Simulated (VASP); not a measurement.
# WI2O2 (Immm) in VASP: notebook

Runs on WI2O2. Level: PBE. Tasks: single point.

Program: VASP 6.6.1. These are calculated values, not measurements. Logs are shortened: lines on timing, memory, paths and dates and some standing lists are left out, and cuts for length are marked.

## 1. The structure

The structure is orthorhombic, space group Immm (No. 71). The conventional cell has a = 3.748 Å, b = 3.905 Å, c = 16.628 Å, α = 90.00°, β = 90.00°, γ = 90.00°. W (site symmetry mmm) is surrounded by 4 O at 1.87 to 1.95 Å. I (site symmetry mm2) has 1 W at 2.67 Å as nearest neighbours. O (site symmetry mmm) is surrounded by 2 W at 1.95 Å. O (site symmetry mmm) is surrounded by 2 W at 1.87 Å.

## 2. Single point, PBE

Contents of INCAR:

```
PREC = Accurate
ENCUT = 520
EDIFF = 1E-6
ISMEAR = 0
SIGMA = 0.1
LREAL = False
LASPH = True
NELM = 100
ALGO = Fast
ISIF = 2
LWAVE = False
LCHARG = False
GGA = PE
NBANDS = 28
```

Contents of KPOINTS:

```
regular mesh
0
Gamma
  6 6 6
```

Contents of POSCAR:

```
WI2O2
1.0
   -1.8742000000      1.9524500000      8.3141500000
    1.8742000000     -1.9524500000      8.3141500000
    1.8742000000      1.9524500000     -8.3141500000
W I O
1 2 2
Direct
    0.0000000000      0.0000000000      0.0000000000
    0.1607200000      0.1607200000      0.0000000000
    0.8392800000      0.8392800000      0.0000000000
    0.5000000000      0.0000000000      0.5000000000
    0.0000000000      0.5000000000      0.5000000000
```

Potentials or basis: VASP PAW PBE potentials, release 64 (W_sv, I, O).

Run with:

```console
$ cat potpaw_PBE.64/W_sv/POTCAR potpaw_PBE.64/I/POTCAR potpaw_PBE.64/O/POTCAR > POTCAR
$ mpirun -np 1 vasp_std > vasp.out
```

OUTCAR:

```text
PREC = Accurate
   ENCUT = 520
   EDIFF = 1E-6
   ISMEAR = 0
   LREAL = False
   LASPH = True
   NELM = 100
   ISIF = 2
   GGA = PE

 ion  position               nearest neighbor table
   1  0.000  0.000  0.000-   5 1.87   5 1.87   4 1.95   4 1.95   2 2.67   3 2.67
   2  0.161  0.161  0.000-   1 2.67
   3  0.839  0.839  0.000-   1 2.67
   4  0.500  0.000  0.500-   1 1.95   1 1.95
   5  0.000  0.500  0.500-   1 1.87   1 1.87

  LATTYP: Found a body centered orthorhombic cell.
 ALAT       =     3.7484000000
 B/A-ratio  =     1.0417511472
 C/A-ratio  =     4.4361060719

  Lattice vectors:

 A1 = (  -1.8742000000,   1.9524500000,   8.3141500000)
 A2 = (   1.8742000000,  -1.9524500000,   8.3141500000)
 A3 = (   1.8742000000,   1.9524500000,  -8.3141500000)

Analysis of symmetry for initial positions (statically):
=====================================================================
 Subroutine PRICEL returns:
 Original cell was already a primitive cell.

 Routine SETGRP: Setting up the symmetry group for a
 body centered orthorhombic supercell.

 Subroutine GETGRP returns: Found  8 space group operations
 (whereof  8 operations were pure point group operations)
 out of a pool of  8 trial point group operations.

The static configuration has the point symmetry D_2h.

Analysis of symmetry for dynamics (positions and initial velocities):
=====================================================================
 Subroutine PRICEL returns:
 Original cell was already a primitive cell.

 Routine SETGRP: Setting up the symmetry group for a
 body centered orthorhombic supercell.

 Subroutine GETGRP returns: Found  8 space group operations
 (whereof  8 operations were pure point group operations)
 out of a pool of  8 trial point group operations.

The dynamic configuration has the point symmetry D_2h.

 Subroutine INISYM returns: Found  8 space group operations
 (whereof  8 operations are pure point group operations),
 and found     1 'primitive' translations

----------------------------------------------------------------------------------------

                                     Primitive cell

  volume of cell :     121.6953

  direct lattice vectors                    reciprocal lattice vectors
    -1.874200000  1.952450000  8.314150000     0.000000000  0.256088504  0.060138439
     1.874200000 -1.952450000  8.314150000     0.266780493  0.000000000  0.060138439
     1.874200000  1.952450000 -8.314150000     0.266780493  0.256088504  0.000000000

  length of vectors
     8.743556305  8.743556305  8.743556305     0.263055039  0.273474795  0.369801505

  position of ions in fractional coordinates (direct lattice)
     0.000000000  0.000000000  0.000000000
     0.160720000  0.160720000  0.000000000
     0.839280000  0.839280000  0.000000000
     0.500000000  0.000000000  0.500000000
     0.000000000  0.500000000  0.500000000

  ion indices of the primitive-cell ions
   primitive index   ion index
                 1           1
                 2           2
                 3           3
                 4           4
                 5           5

----------------------------------------------------------------------------------------

 KPOINTS: regular mesh

Automatic generation of k-mesh.
 Grid dimensions read from file:
 generate k-points for:    6    6    6

 Generating k-lattice:

  Cartesian coordinates                     Fractional coordinates (reciprocal lattice)
     0.000000000  0.042681417  0.010023073     0.166666667  0.000000000  0.000000000
     0.044463416  0.000000000  0.010023073     0.000000000  0.166666667  0.000000000
     0.044463416  0.042681417  0.000000000     0.000000000  0.000000000  0.166666667

  Length of vectors
     0.043842507  0.045579132  0.061633584

  Shift w.r.t. Gamma in fractional coordinates (k-lattice)
     0.000000000  0.000000000  0.000000000

 Subroutine IBZKPT returns following result:
 ===========================================

 Found     46 irreducible k-points:

 Following reciprocal coordinates:
            Coordinates               Weight
  0.000000  0.000000  0.000000      1.000000
  0.166667 -0.000000  0.000000      4.000000
  0.333333 -0.000000  0.000000      4.000000
  0.500000 -0.000000  0.000000      2.000000
 -0.000000  0.166667  0.000000      4.000000
  0.166667  0.166667  0.000000      8.000000
[... 16 lines left out ...]
 -0.166667  0.166667  0.166667      2.000000
  0.166667  0.333333  0.166667      4.000000
 [... further k-points ...]
   k-points           NKPTS =     46   k-points in BZ     NKDIM =     46   number of bands    NBANDS=     28
   number of dos      NEDOS =    301   number of ions     NIONS =      5
   total plane-waves  NPLWV = 343000
   dimension x,y,z NGX =    70 NGY =   70 NGZ =   70
   dimension x,y,z NGXF=   140 NGYF=  140 NGZF=  140
   ions per type =               1   2   2
   NGX,Y,Z   is equivalent  to a cutoff of  13.31, 13.31, 13.31 a.u.
   NGXF,Y,Z  is equivalent  to a cutoff of  26.62, 26.62, 26.62 a.u.
 SYSTEM =  unknown system
   PREC   = accura    normal or accurate (medium, high low for compatibility)
   ISTART =      0    job   : 0-new  1-cont  2-samecut
   ICHARG =      2    charge: 1-file 2-atom 10-const
   ISPIN  =      1    spin polarized calculation?
   LNONCOLLINEAR =      F non collinear calculations
   LSORBIT =      F    spin-orbit coupling
   LASPH  =      T    aspherical Exc in radial PAW
   ENCUT  =  520.0 eV  38.22 Ry    6.18 a.u.  16.26 16.26 16.26*2*pi/ulx,y,z
   NELM   =    100;   NELMIN=  2; NELMDL= -5     # of ELM steps
   EDIFF  = 0.1E-05   stopping-criterion for ELM
   LREAL  =      F    real-space projection
   EDIFFG = 0.1E-04   stopping-criterion for IOM
   NSW    =      0    number of steps for IOM
   IBRION =     -1    ionic relax: 0-MD 1-quasi-New 2-CG
   NFREE  =      0    steps in history (QN), initial steepest desc. (CG)
   ISIF   =      2    stress and relaxation
   ISYM   =      2    0-nonsym 1-usesym 2-fastsym
   POTIM  = 0.5000    time-step for ionic-motion
   TEBEG  =    0.0;   TEEND  =   0.0 temperature during run
   PSTRESS=    0.0 pullay stress
   NELECT =      40.0000    total number of electrons
   NUPDOWN=      -1.0000    fix difference up-down
   EMIN   =  10.00;   EMAX   =-10.00  energy-range for DOS
   EFERMI =   0.00;   METHOD = LEGACY
   ISMEAR =     0;   SIGMA  =   0.10  broadening in eV -4-tet -1-fermi 0-gaus
   EFERMI_NEDOS =   21; number of points for ismear=-14 and -15
   IALGO  =     68    algorithm
   IMIX   =      4    mixing-type and parameters
     AMIX     =   0.40;   BMIX     =  1.00
     AMIX_MAG =   1.60;   BMIX_MAG =  1.00
  volume/ion in A,a.u.               =      24.34       164.25
  Fermi-wavevector in a.u.,A,eV,Ry     =   1.129805  2.135022 17.367292  1.276460
  Thomas-Fermi vector in A             =   2.266500
   LORBIT       =      0    0 simple, 1 ext, 2 COOP (PROOUT), +10 PAW based schemes
   GGA     = PE    functional components
   LHFCALC =     F    Hartree Fock is set to
   AEXX    =    0.0000 exact exchange contribution
   IVDW    =     0    specifies the selected vdW correction
   LEPSILON=     F    determine dielectric tensor
   LRPA    =     F    only Hartree local field effects (RPA)
 non-spin polarized calculation
 RMM-DIIS sequential band-by-band and
 Gauss-broadening in eV      SIGMA  =   0.10
  energy-cutoff  :      520.00
  volume of cell :      121.70
 maximum number of plane-waves:      3311
 NGX is ok and might be reduce to    70
   NGX = 33   NGY = 33   NGZ = 33

 number of electron      40.0000002 magnetization

 Free energy of the ion-electron system (eV)
  ---------------------------------------------------
  ext. energy  EPLUGINS =         0.00000000
  ---------------------------------------------------
  free energy    TOTEN  =       -32.00427093 eV

  energy without entropy =      -32.00038283  energy(sigma->0) =      -32.00232688

 E-fermi :   3.6937     XC(G=0):  -9.0123

 val. band max:        3.6698405966   @ k =   0.5000  -0.0000   0.0000
 cond. band min:       3.7334758714   @ k =   0.1667  -0.1667   0.1667
 fundamental gap:      0.0636352748
 Fermi energy:         3.6936845808

 k-point     1 :       0.0000    0.0000    0.0000
  band No.  band energies     occupation
      1     -72.0915      2.00000
      2     -36.3746      2.00000
      3     -36.2745      2.00000
      4     -36.1565      2.00000
      5     -16.2740      2.00000
      6     -15.3160      2.00000
[... 20 lines left out ...]
     27       9.3434      0.00000
     28      10.4137      0.00000

 k-point     2 :       0.1667   -0.0000    0.0000
  band No.  band energies     occupation
      1     -72.0914      2.00000
      2     -36.3740      2.00000
      3     -36.2893      2.00000
      4     -36.1558      2.00000
      5     -16.2392      2.00000
      6     -15.0822      2.00000
[... 20 lines left out ...]
     27      10.0829      0.00000
     28      11.2050      0.00000

 k-point     3 :       0.3333   -0.0000    0.0000
  band No.  band energies     occupation
      1     -72.0912      2.00000
      2     -36.3728      2.00000
      3     -36.3188      2.00000
      4     -36.1545      2.00000
      5     -16.1930      2.00000
      6     -14.5227      2.00000
[... 20 lines left out ...]
     27      10.8045      0.00000
     28      11.2664      0.00000

 k-point     4 :       0.5000   -0.0000    0.0000
  band No.  band energies     occupation
      1     -72.0911      2.00000
      2     -36.3722      2.00000
      3     -36.3334      2.00000
      4     -36.1538      2.00000
      5     -16.1768      2.00000
      6     -14.1898      2.00000
[... 578 lines left out ...]
     27      10.3680      0.00000
     28      10.9646      0.00000

 k-point    23 :      -0.1667    0.1667    0.1667
  band No.  band energies     occupation
      1     -72.0909      2.00000
      2     -36.4512      2.00000
      3     -36.2709      2.00000
      4     -36.1527      2.00000
      5     -15.4302      2.00000
      6     -14.9560      2.00000
[... 20 lines left out ...]
     27      11.0400      0.00000
     28      11.1743      0.00000

 k-point    24 :       0.1667    0.3333    0.1667
  band No.  band energies     occupation
      1     -72.0904      2.00000
      2     -36.4743      2.00000
      3     -36.3139      2.00000
      4     -36.1495      2.00000
      5     -14.4986      2.00000
      6     -14.4890      2.00000
[... 20 lines left out ...]
     27      10.2247      0.00000
     28      10.9897      0.00000

 [... further k-points ...]

------------------------ aborting loop because EDIFF is reached ----------------------------------------

  FORCE on cell =-STRESS in cart. coord.  units (eV):
  Direction    XX          YY          ZZ          XY          YZ          ZX
  --------------------------------------------------------------------------------------
  -------------------------------------------------------------------------------------
  Total        5.2853188     -3.3440421      3.5292903     -0.0000000      0.0000000      0.0000000
  in kB       69.5837877    -44.0259375     46.4648205     -0.0000000      0.0000000      0.0000000
  external PRESSURE =      24.0075569 kB  Pullay stress =       0.0000000 kB

 VOLUME and BASIS-vectors are now :
 -----------------------------------------------------------------------------
  energy-cutoff  :      520.00
  volume of cell :      121.70
      direct lattice vectors                 reciprocal lattice vectors
    -1.874200000  1.952450000  8.314150000     0.000000000  0.256088504  0.060138439
     1.874200000 -1.952450000  8.314150000     0.266780493  0.000000000  0.060138439
     1.874200000  1.952450000 -8.314150000     0.266780493  0.256088504  0.000000000

 POSITION                                       TOTAL-FORCE (eV/Angst)
 -----------------------------------------------------------------------------------
      0.00000      0.00000      0.00000         0.000000      0.000000      0.000000
      0.00000      0.00000      2.67250        -0.000000      0.000000      0.401331
      0.00000      0.00000     13.95580         0.000000     -0.000000     -0.401331
      0.00000      1.95245      0.00000         0.000000      0.000000      0.000000
      1.87420      0.00000      0.00000         0.000000      0.000000      0.000000
 -----------------------------------------------------------------------------------
    total drift:                                0.000000     -0.000000     -0.000000

  FREE ENERGIE OF THE ION-ELECTRON SYSTEM (eV)
  ---------------------------------------------------
  free  energy   TOTEN  =       -32.0042709291 eV

  energy  without entropy=      -32.0003828316  energy(sigma->0) =      -32.00232688
```

It took 11 min on 1 thread of AMD EPYC 9R45 (Zen 5), shared host; peak memory 0.74 GiB.

Results:

- Free energy: -32.0043 eV
- Pressure: 2.4 GPa
- Largest force: 0.401 eV/Å
- Band gap on the k mesh: none (metal or under the smearing width)

Forces in eV/Å, atoms in the order of the input:
```
W    0.000  0.000  0.000
I    0.000  0.000  0.401
I    0.000  0.000 -0.401
O    0.000  0.000  0.000
O    0.000  0.000  0.000
```

Levels at points of the mesh, in eV from the Fermi level:
```
           k point  band 18  band 19  band 20  band 21  band 22  band 23
(0.00, 0.00, 0.00)    -0.90    -0.54    -0.35    -0.03     0.34     0.55
(0.50, 0.00, 0.00)    -1.60    -1.52    -0.02     0.96     2.33     2.46
(0.00, 0.50, 0.00)    -1.67    -1.45    -0.26     0.83     2.79     3.01
(0.50, 0.50, 0.00)    -2.03    -1.65    -1.63     2.41     2.91     3.51
(0.50, 0.50, 0.50)    -1.69    -0.91    -0.54    -0.53     0.82     1.01
```

Caveat: the k mesh is coarse (spacing up to 0.39 Å⁻¹), so the values aren't converged.

## 3. Single point, PBE

Contents of INCAR:

```
SYSTEM = WI2O2
  ALGO = Fast
  EDIFF = 1E-6
  ENCUT = 520
  GGA = PE
  ISIF = 2
  ISMEAR = 0
  ISYM = 0
  LASPH = .True.
  LCHARG = .False.
  LREAL = .False.
  LWAVE = .False.
  NBANDS = 28
  NELM = 100
  PREC = Accurate
  SIGMA = 0.1
```

Contents of KPOINTS:

```
k-points
0
Gamma
  1 4 3
  0 0 0
```

POSCAR is that of step 2.

Potentials or basis: VASP PAW PBE potentials, release 64 (W_sv, I, O).

Run with:

```console
$ cat potpaw_PBE.64/W_sv/POTCAR potpaw_PBE.64/I/POTCAR potpaw_PBE.64/O/POTCAR > POTCAR
$ mpirun -np 1 vasp_std > vasp.out
```

Wall time 1.9 min (1 thread of AMD EPYC 9R45 (Zen 5), shared host); peak memory 0.67 GiB.

Results (log left out):

| Item | Value |
| --- | --- |
| Free energy | -31.8004 eV |
| Pressure | 2.8 GPa |
| Largest force | 0.473 eV/Å |
| Band gap on the k mesh | 0.22 eV, indirect (least direct gap 0.22 eV) |

Forces on the atoms (eV/Å):
```
W    0.000  0.000  0.000
I    0.297 -0.277  0.242
I   -0.297  0.277 -0.242
O    0.000  0.000  0.000
O    0.000  0.000  0.000
```

Stress tensor (GPa, compression positive):
```
 6.74 -0.47 -0.57
-0.47 -4.28  0.39
-0.57  0.39  5.97
```

Levels at points of the mesh, in eV from the valence-band top:
```
           k point  band 16  band 17  band 18  band 19  band 20  band 21  band 22  band 23  band 24  band 25
(0.00, 0.00, 0.00)    -1.65    -1.46    -0.59    -0.09    -0.01     0.22     0.70     0.87     2.68     4.74
(0.00, 0.50, 0.00)    -2.60    -2.24    -1.30    -1.14     0.00     1.16     3.21     3.53     3.56     6.26
```

Caveat: the k mesh is coarse (spacing up to 1.65 Å⁻¹), so the values aren't converged; spin-orbit coupling is left out, which moves the levels of the heavy elements. PBE gaps usually lie below the measured ones, often by a third to a half.
